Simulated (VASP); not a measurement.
VASP runs on TlBr (space group Pm-3m) share one base input (PBE GGA, plane waves, VASP's PBE PAW potentials (set 64)) and change the settings named in each case.

**KPOINTS**
```
Automatic mesh
0
Gamma
8 8 8
0 0 0
```

**INCAR**
```
! general
SYSTEM  = TlBr
PREC    = Accurate
ENCUT   = 300
LREAL   = F   ! projection in real space or not
LASPH   = T   ! aspherical one-centre terms

! electronic loop
EDIFF   = 1E-6   ! SCF stop (eV)
NELM    = 100   ! most electronic steps
ALGO    = Normal   ! blocked Davidson
LMAXMIX = 4

! smearing
ISMEAR  = -1   ! Fermi-Dirac
SIGMA   = 0.02   ! width (eV)

! functional
GGA     = PE

! ions
ISIF    = 2

! output
LWAVE   = F
LCHARG  = F
```

POSCAR:
```
TlBr
3.990
  1.0000000000   0.0000000000   0.0000000000
  0.0000000000   1.0000000000   0.0000000000
  0.0000000000   0.0000000000   1.0000000000
Tl Br
1 1
Cartesian
  0.0000000000   0.0000000000   0.0000000000
  0.5000000000   0.5000000000   0.5000000000
```

POTCAR, in this order: Tl_d Br (PBE.64 set). Program: vasp_std.

| change | E(σ→0) (eV/atom) | pressure (GPa) |
|---|---|---|
| base run | -2.7691 | 0.76 |
| GGA = PS | -3.0098 | ? |
| GGA_COMPAT = .FALSE., LNONCOLLINEAR = .TRUE., LSORBIT = .TRUE., MAGMOM = 0.0 0.0 0.0 0.0 0.0 0.0, program vasp_ncl | -2.8762 | ? |
| KPOINTS 3×3×3 Γ-centred mesh | -2.7646 | 0.65 |

Task: Fill in the missing entries.

Result: 
- GGA = PS, pressure (GPa): -1.59
- GGA_COMPAT = .FALSE., LNONCOLLINEAR = .TRUE., LSORBIT = .TRUE., MAGMOM = 0.0 0.0 0.0 0.0 0.0 0.0, program vasp_ncl, pressure (GPa): 0.64

Energies of different potentials or functionals have different zeros.  Unless said otherwise, spin-orbit coupling is left out, though it shifts the bands of the heavy elements here. At 300 eV the pressure can carry a Pulay error.

Left out are runs that ran out of time, are held back, or changed the cell or the kind of run, fixed moments of cells without a moment, rows past the twelfth, gaps on odd meshes, pressures of charged cells and columns that move by less than the noise.

The structure is a typed TlBr crystal (Pm-3m). The cell was not relaxed at this level.
